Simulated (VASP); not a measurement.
# A VASP study of AlRu (PBEsol): structure first, properties next, part 2 of 4

Aim: relax AlRu, then compute properties on the relaxed cell. The start is a cell from a database of measured crystal structures.

VASP 6.6.1; PBEsol; plane waves and PAW (Al, Ru_pv).

Still holding for the runs below: This run has no spin polarisation. Its electron count is odd, so without a moment it is a metal by construction. The k-mesh is coarse for a metal.

So far. Step 2 (Relaxing cell and atoms (PBEsol)): It ends with forces that vanish by symmetry and a pressure of 0.00 GPa. The volume lies -1.5 % from that of the database's start, which holds the thermal and zero-point expansion of its experiment. Step 3 (Second relaxation): It ends with forces that vanish by symmetry and a pressure of -0.06 GPa. The volume moved by under 0.01 %: the run met its threshold at the first step.

## Step 4: Single point with fields (PBEsol)

A single point on the relaxed cell gives a clean self-consistent state, with density, ELF and potential written out.

File INCAR:

```
SYSTEM = AlRu
PREC = Accurate
ENCUT = 400
EDIFF = 1E-06
NELM = 100
ISMEAR = 1
SIGMA = 0.2
LREAL = .FALSE.
ALGO = Normal
GGA = PS
NBANDS = 14
LASPH = .TRUE.
LORBIT = 11
LWAVE = .FALSE.
LCHARG = .TRUE.
ISIF = 2
LELF = .TRUE.
LVHAR = .TRUE.
```

File POSCAR:

```
AlRu
1.0
    2.9764231082      0.0000000000      0.0000000000
    0.0000000000      2.9764231082      0.0000000000
    0.0000000000      0.0000000000      2.9764231082
Al Ru
1 1
Direct
    0.0000000000      0.0000000000      0.0000000000
    0.5000000000      0.5000000000      0.5000000000
```

File KPOINTS:

```
Automatic mesh
0
Gamma
8 8 8
0 0 0
```

PAW data sets: Al and Ru_pv (PBE family, release 64).

Run with:

```sh
$ mpirun -np 2 vasp_std
```

The log of the run:

```text
[banner, memory and clock lines left out]
running    2 mpi-ranks, on    1 nodes
 distrk:  each k-point on    2 cores,    1 groups
 distr:  one band on    1 cores,    2 groups

 POSCAR found type information on POSCAR AlRu
 POSCAR found :  2 types and       2 ions
 [... a notice as in an earlier step ...]

 LDA part: xc-table for (Slater+PW92), standard interpolation
 POSCAR, INCAR and KPOINTS ok, starting setup
 FFT: planning ... GRIDC
 FFT: planning ... GRID_SOFT
 FFT: planning ... GRID
 WAVECAR not read
 entering main loop
       N       E                     dE             d eps       ncg     rms          rms(c)
DAV:   1     0.942677024558E+02    0.94268E+02   -0.82556E+03  1042   0.913E+02
DAV:   2    -0.147380842341E+02   -0.10901E+03   -0.10484E+03  1124   0.287E+02
DAV:   3    -0.162682407473E+02   -0.15302E+01   -0.15258E+01  1178   0.360E+01
DAV:   4    -0.162815578709E+02   -0.13317E-01   -0.13315E-01  1294   0.335E+00
DAV:   5    -0.162817790089E+02   -0.22114E-03   -0.22113E-03  1260   0.336E-01    0.136E+01
DAV:   6    -0.155927419274E+02    0.68904E+00   -0.31293E+00   992   0.202E+01    0.254E+00
DAV:   7    -0.154972131907E+02    0.95529E-01   -0.27202E-01  1088   0.616E+00    0.225E+00
DAV:   8    -0.154796086223E+02    0.17605E-01   -0.25939E-02  1190   0.120E+00    0.234E-01
DAV:   9    -0.154794165532E+02    0.19207E-03   -0.61070E-04  1222   0.156E-01    0.150E-01
DAV:  10    -0.154794048598E+02    0.11693E-04   -0.48928E-05  1246   0.827E-02    0.185E-02
DAV:  11    -0.154794022525E+02    0.26073E-05   -0.76094E-06  1160   0.332E-02    0.722E-03
DAV:  12    -0.154794017548E+02    0.49767E-06   -0.22704E-07   826   0.467E-03
   1 F= -.15479402E+02 E0= -.15477301E+02  d E =-.630229E-02
```

Elapsed: 3.8 s, on 2 MPI ranks of AMD EPYC 9R14 (Zen 4), shared host; peak memory 0.17 GiB.

OUTCAR, selected parts (step 4):

```text
The static configuration has the point symmetry O_h .

 Found     35 irreducible k-points:

   NELECT =      17.0000    total number of electrons

 E-fermi :  10.8690

  Total       -0.0101479     -0.0101479     -0.0101479      0.0000000      0.0000000     -0.0000000
  in kB       -0.6165964     -0.6165964     -0.6165964      0.0000000      0.0000000     -0.0000000
  external PRESSURE =      -0.6165964 kB  Pullay stress =       0.0000000 kB

  FREE ENERGIE OF THE ION-ELECTRON SYSTEM (eV)
  ---------------------------------------------------
  free  energy   TOTEN  =       -15.4794017548 eV

  energy  without entropy=      -15.4730994680  energy(sigma->0) =      -15.47730099

[... 17 parts as in an earlier step ...]
```

This step gave:

```yaml
scf_cycles: 12
```

Valence electrons inside each PAW sphere by angular momentum. Sphere charges, by row:

```csv
atom,s (e),p (e),d (e),tot (e)
Al1,0.393,0.426,0,0.819
Ru2,0.339,6.252,6.228,12.82
```

Valence density in the ac plane at fractional y = 0.000, with atoms of Al within 0.2 Å of it. It is the smooth field of the valence electrons, not physical close to the nuclei.

Values in e/Å³, 15 rows by 15 columns:
```
0.02 0.04 0.10 0.16 0.21 0.23 0.22 0.21 0.21 0.22 0.23 0.21 0.16 0.10 0.04
0.08 0.10 0.14 0.19 0.23 0.24 0.23 0.22 0.22 0.23 0.24 0.23 0.19 0.14 0.10
0.15 0.16 0.19 0.23 0.25 0.25 0.24 0.24 0.24 0.24 0.25 0.25 0.23 0.19 0.16
0.20 0.21 0.23 0.25 0.26 0.26 0.25 0.25 0.25 0.25 0.26 0.26 0.25 0.23 0.21
0.22 0.23 0.24 0.25 0.26 0.26 0.27 0.27 0.27 0.27 0.26 0.26 0.25 0.24 0.23
0.22 0.22 0.23 0.24 0.25 0.27 0.28 0.28 0.28 0.28 0.27 0.25 0.24 0.23 0.22
0.21 0.21 0.22 0.24 0.25 0.27 0.28 0.28 0.28 0.28 0.27 0.25 0.24 0.22 0.21
0.21 0.21 0.22 0.24 0.25 0.27 0.28 0.28 0.28 0.28 0.27 0.25 0.24 0.22 0.21
0.22 0.22 0.23 0.24 0.25 0.27 0.28 0.28 0.28 0.28 0.27 0.25 0.24 0.23 0.22
0.22 0.23 0.24 0.25 0.26 0.26 0.27 0.27 0.27 0.27 0.26 0.26 0.25 0.24 0.23
0.20 0.21 0.23 0.25 0.26 0.26 0.25 0.25 0.25 0.25 0.26 0.26 0.25 0.23 0.21
0.15 0.16 0.19 0.23 0.25 0.25 0.24 0.24 0.24 0.24 0.25 0.25 0.23 0.19 0.16
0.08 0.10 0.14 0.19 0.23 0.24 0.23 0.22 0.22 0.23 0.24 0.23 0.19 0.14 0.10
0.02 0.04 0.10 0.16 0.21 0.23 0.22 0.21 0.21 0.22 0.23 0.21 0.16 0.10 0.04
0.00 0.02 0.08 0.15 0.20 0.22 0.22 0.21 0.21 0.22 0.22 0.20 0.15 0.08 0.02
```
Columns run along a (3.0 Å), rows up along c (3.0 Å). Atoms in or near the plane, at fractional coordinates: Al at (0.00, 0.00).

Electrostatic potential energy in the ac plane at fractional y = 0.000, with atoms of Al within 0.2 Å of it. With pseudopotentials it is smooth inside the atoms' cores, unlike the true potential.

Ten even steps from '0' (-90 eV) to '9' (2 eV):
```
002589999998520
124789999998742
557899999999875
888999999999988
999999999999999
999999999999999
999999999999999
999999999999999
999999999999999
999999999999999
888999999999988
557899999999875
124789999998742
002589999998520
001589999998510
```
Columns run along a (3.0 Å; values clipped at the 3rd and 97th percentile), rows up along c (3.0 Å). Atoms in or near the plane, at fractional coordinates: Al at (0.00, 0.00).

ELF in the ac plane at fractional y = 0.000, with atoms of Al within 0.2 Å of it. It is the smooth field of the valence electrons, not physical close to the nuclei.

Values, 15 rows by 15 columns:
```
0.01 0.01 0.06 0.18 0.35 0.44 0.44 0.42 0.42 0.44 0.44 0.35 0.18 0.06 0.01
0.03 0.06 0.15 0.30 0.43 0.47 0.44 0.42 0.42 0.44 0.47 0.43 0.30 0.15 0.06
0.14 0.18 0.30 0.43 0.49 0.48 0.44 0.41 0.41 0.44 0.48 0.49 0.43 0.30 0.18
0.31 0.35 0.43 0.49 0.50 0.46 0.42 0.39 0.39 0.42 0.46 0.50 0.49 0.43 0.35
0.43 0.44 0.47 0.48 0.46 0.43 0.40 0.38 0.38 0.40 0.43 0.46 0.48 0.47 0.44
0.44 0.44 0.44 0.44 0.42 0.40 0.37 0.36 0.36 0.37 0.40 0.42 0.44 0.44 0.44
0.42 0.42 0.42 0.41 0.39 0.38 0.36 0.35 0.35 0.36 0.38 0.39 0.41 0.42 0.42
0.42 0.42 0.42 0.41 0.39 0.38 0.36 0.35 0.35 0.36 0.38 0.39 0.41 0.42 0.42
0.44 0.44 0.44 0.44 0.42 0.40 0.37 0.36 0.36 0.37 0.40 0.42 0.44 0.44 0.44
0.43 0.44 0.47 0.48 0.46 0.43 0.40 0.38 0.38 0.40 0.43 0.46 0.48 0.47 0.44
0.31 0.35 0.43 0.49 0.50 0.46 0.42 0.39 0.39 0.42 0.46 0.50 0.49 0.43 0.35
0.14 0.18 0.30 0.43 0.49 0.48 0.44 0.41 0.41 0.44 0.48 0.49 0.43 0.30 0.18
0.03 0.06 0.15 0.30 0.43 0.47 0.44 0.42 0.42 0.44 0.47 0.43 0.30 0.15 0.06
0.01 0.01 0.06 0.18 0.35 0.44 0.44 0.42 0.42 0.44 0.44 0.35 0.18 0.06 0.01
0.00 0.01 0.03 0.14 0.31 0.43 0.44 0.42 0.42 0.44 0.43 0.31 0.14 0.03 0.01
```
Columns run along a (3.0 Å), rows up along c (3.0 Å). Atoms in or near the plane, at fractional coordinates: Al at (0.00, 0.00).

In this run the pressure is -0.06 GPa, small enough to go on.

## Step 5: Band structure (PBEsol)

Levels along the symmetry lines show where the bands peak and cross; KPOINTS_OPT computes them in the converged potential.

File INCAR:

```
SYSTEM = AlRu
PREC = Accurate
ENCUT = 400
EDIFF = 1E-06
NELM = 100
ISMEAR = 1
SIGMA = 0.2
LREAL = .FALSE.
ALGO = Normal
GGA = PS
NBANDS = 20
LASPH = .TRUE.
LORBIT = 11
LWAVE = .FALSE.
LCHARG = .FALSE.
KPAR = 2
```

POSCAR is that of step 4.

KPOINTS is that of step 4.

File KPOINTS_OPT:

```
Line mode
16
Line-mode
Reciprocal
  0.00000000   0.00000000   0.00000000 GAMMA
  0.00000000   0.50000000   0.00000000 X

  0.00000000   0.50000000   0.00000000 X
  0.50000000   0.50000000   0.00000000 M

  0.50000000   0.50000000   0.00000000 M
  0.00000000   0.00000000   0.00000000 GAMMA

  0.00000000   0.00000000   0.00000000 GAMMA
  0.50000000   0.50000000   0.50000000 R

  0.50000000   0.50000000   0.50000000 R
  0.00000000   0.50000000   0.00000000 X

  0.50000000   0.50000000   0.00000000 M
  0.50000000   0.50000000   0.50000000 R
```

Run with:

```sh
$ mpirun -np 2 vasp_std
```

The log of the run:

```text
[... set-up lines as in an earlier step ...]
 entering main loop
       N       E                     dE             d eps       ncg     rms          rms(c)
DAV:   1     0.106981309917E+03    0.10698E+03   -0.75120E+03  1472   0.637E+02
DAV:   2    -0.140001181203E+02   -0.12098E+03   -0.11507E+03  1568   0.230E+02
DAV:   3    -0.162675338835E+02   -0.22674E+01   -0.22528E+01  1788   0.321E+01
DAV:   4    -0.162816255307E+02   -0.14092E-01   -0.14089E-01  1496   0.275E+00
DAV:   5    -0.162817850257E+02   -0.15950E-03   -0.15949E-03  1696   0.284E-01    0.136E+01
DAV:   6    -0.155937198740E+02    0.68807E+00   -0.18158E+00  1508   0.141E+01    0.257E+00
DAV:   7    -0.154978498397E+02    0.95870E-01   -0.15681E-01  1488   0.420E+00    0.226E+00
DAV:   8    -0.154797679946E+02    0.18082E-01   -0.15396E-02  1512   0.859E-01    0.241E-01
DAV:   9    -0.154794176379E+02    0.35036E-03   -0.45650E-04  1616   0.168E-01    0.161E-01
DAV:  10    -0.154794036550E+02    0.13983E-04   -0.32375E-05  1532   0.473E-02    0.121E-02
DAV:  11    -0.154794021777E+02    0.14773E-05   -0.88531E-07  1336   0.749E-03    0.651E-03
DAV:  12    -0.154794017837E+02    0.39406E-06   -0.14402E-07   764   0.361E-03
   1 F= -.15479402E+02 E0= -.15477301E+02  d E =-.630194E-02
 Start KPOINTS_OPT (optional k-point list driver)
k-point batch [1-35\96]
       N       E                     dE             ncg
DAV:   1     0.744777925070E+03   -0.14095E+05     1448
DAV:   2    -0.356803454333E+04   -0.43128E+04     1564
DAV:   3    -0.365047872586E+04   -0.82444E+02     1808
DAV:   4    -0.365098703288E+04   -0.50831E+00     1532
DAV:   5    -0.365099307107E+04   -0.60382E-02     1604
DAV:   6    -0.365099317009E+04   -0.99019E-04     1616
DAV:   7    -0.365099317172E+04   -0.16331E-05     1432
DAV:   8    -0.365099317190E+04   -0.17584E-06     1152
[...]
k-point batch [71-96\96]
       N       E                     dE             ncg
DAV:   1     0.740905547293E+04   -0.16177E+05     1080
DAV:   2     0.436309525020E+04   -0.30460E+04     1212
DAV:   3     0.430842500700E+04   -0.54670E+02     1292
DAV:   4     0.430811251883E+04   -0.31249E+00     1144
DAV:   5     0.430810864422E+04   -0.38746E-02     1184
DAV:   6     0.430810858123E+04   -0.62988E-04     1252
DAV:   7     0.430810858022E+04   -0.10115E-05      984
DAV:   8     0.430810858010E+04   -0.12517E-06      820
```

Run time: 8 s. Hardware: 2 MPI ranks; peak memory 0.22 GiB; 15 s of CPU time.

Parts of OUTCAR (step 5):

```text
   k-points           NKPTS =     35   k-points in BZ     NKDIM =     35   number of bands    NBANDS=     20

   NELECT =      17.0000    total number of electrons

 E-fermi :  10.8690

 k-point     1 :       0.0000    0.0000    0.0000
  band No.  band energies     occupation
    ...
      2     -30.8741      2.00000
      3     -30.8741      2.00000
      4       1.0387      2.00000
      5       7.1483      2.00000
      6       7.1483      2.00000
      7      11.0299      0.01755
      8      11.0299      0.01755
      9      11.0299      0.01755
     10      16.9598      0.00000
     11      16.9598      0.00000
    ...

  Total       -0.0093959     -0.0093959     -0.0093959      0.0000000      0.0000000     -0.0000000
  in kB       -0.5709048     -0.5709048     -0.5709048      0.0000000      0.0000000     -0.0000000
  external PRESSURE =      -0.5709048 kB  Pullay stress =       0.0000000 kB

  FREE ENERGIE OF THE ION-ELECTRON SYSTEM (eV)
  ---------------------------------------------------
  free  energy   TOTEN  =       -15.4794017837 eV

  energy  without entropy=      -15.4730998447  energy(sigma->0) =      -15.47730114

[... 12 parts as in an earlier step ...]

[... 5 further parts left out ...]
```

Spin-orbit coupling is off here; it would split degenerate levels.

Numbers from this step:

```
bands    : 20
pressure : -0.05709 GPa
```

The electronic bands at the labelled points (eV, zero at the Fermi level; # counts the bands kept, so #1 is VASP's band 4):

```
          point     #2     #3     #4     #5     #6    #7    #8     #9
              Γ  -3.72  -3.72   0.16   0.16   0.16  6.09  6.09   6.09
0.47 of the way  -3.58  -3.38  -0.81  -0.81   0.28  3.30  7.85   7.85
              X  -5.56  -2.90  -1.67  -1.67   0.42  2.30  7.38  11.03
0.47 of the way  -4.93  -2.35  -1.69  -1.48  -0.41  2.17  7.49   7.69
              M  -3.20  -1.43  -1.43  -1.23  -1.23  1.53  5.33   6.40
0.53 of the way  -3.48  -2.95  -1.67  -0.76  -0.50  3.72  5.42   9.47
              Γ  -3.72  -3.72   0.16   0.16   0.16  6.09  6.09   6.09
0.47 of the way  -2.99  -2.99  -1.45  -1.38  -1.38  5.42  5.42   6.45
              R  -4.76  -4.76   1.63   1.63   2.64  4.08  4.08   4.08
0.53 of the way  -4.14  -3.34  -1.70  -1.12   0.44  2.41  7.14   8.23
              X  -5.56  -2.90  -1.67  -1.67   0.42  2.30  7.38  11.03
      jump to M  -3.20  -1.43  -1.43  -1.23  -1.23  1.53  5.33   6.40
0.47 of the way  -3.70  -3.70  -1.67   1.57   1.65  1.65  4.84   5.23
              R  -4.76  -4.76   1.63   1.63   2.64  4.08  4.08   4.08
```

Of the projections kept (Al, Ru), the largest for each band there; the rest of the weight can lie on other orbitals:

```csv
point,#2,#3,#4,#5,#6,#7,#8,#9
Γ,Ru 1.00,Ru 1.00,Ru 1.00,Ru 1.00,Ru 1.00,Al 0.63,Al 0.63,Al 0.63
X,Al 0.68,Ru 1.00,Ru 0.95,Ru 0.95,Ru 1.00,Ru 0.96,-,Ru 1.00
M,Ru 1.00,Al 0.51,Al 0.51,Ru 1.00,Ru 1.00,Ru 1.00,Ru 1.00,Ru 0.67
Γ,Ru 1.00,Ru 1.00,Ru 1.00,Ru 1.00,Ru 1.00,Al 0.63,Al 0.63,Al 0.63
R,Ru 0.85,Ru 0.85,Ru 1.00,Ru 1.00,Al 1.00,Ru 1.00,Ru 1.00,Ru 1.00
X,Al 0.68,Ru 1.00,Ru 0.95,Ru 0.95,Ru 1.00,Ru 0.96,-,Ru 1.00
```

The electronic bands as a text plot (rows in eV, shown from -8.0 to 4.1 only):

```
    3.8 |                    *              * ***             ***
    3.3 |   *               *                *  **
    2.8 |    *                               ******           ***
    2.3 |     *******     **                       *******   *
    1.8 |            ** **                  *     *          ****
    1.3 |              *                      ***  *      ***   *
    0.8 |                                    *  **             *
    0.3 |**********              ***       **    *  *   ** *
   -0.2 | **       *          ***   *     **      *  ***      *
   -0.7 |   *       **     *****     **   *       ** **   *
   -1.2 |    **     ********  *       ****          *  *     *
   -1.7 |      ***************                      *   **
   -2.2 |           *     **                         ***  * *
   -2.7 |      *****        **                        **** *
   -3.2 |   ***        **     **     *****          **    * *
   -3.7 |*****        *  ** ** ******     *        *         *
   -4.2 |     *      *     *               **    ** *         *
   -4.7 |      *    *                        *****   *         **
   -5.2 |          *                       **    ***  *       *
   -5.7 |       *****                     *         ****** ***
   -6.2 |       *    ******                              **
   -6.7 |      *           *             *
   -7.2 |     *             *           *
   -7.7 |                    *         *
         Γ      X      M          Γ            R        X|M     R
```

There is no gap at this level.

[end of part 2 of 4]

[Lines on the potential files, build, host, timing and source positions are cut from VASP's logs without a mark.]

[Logs are printed without paths, hosts, clocks, repeated set-up lines and the standing remarks that a program may print on its own settings, such as how far it seeks lower states.]

[Hosts, paths, dates, database ids (printed as entryN), source tags and the programs' standing remarks are cut or masked in the printed files.]

[A measured line is paired with the nearest computed mode of its activity, which favours agreement.]
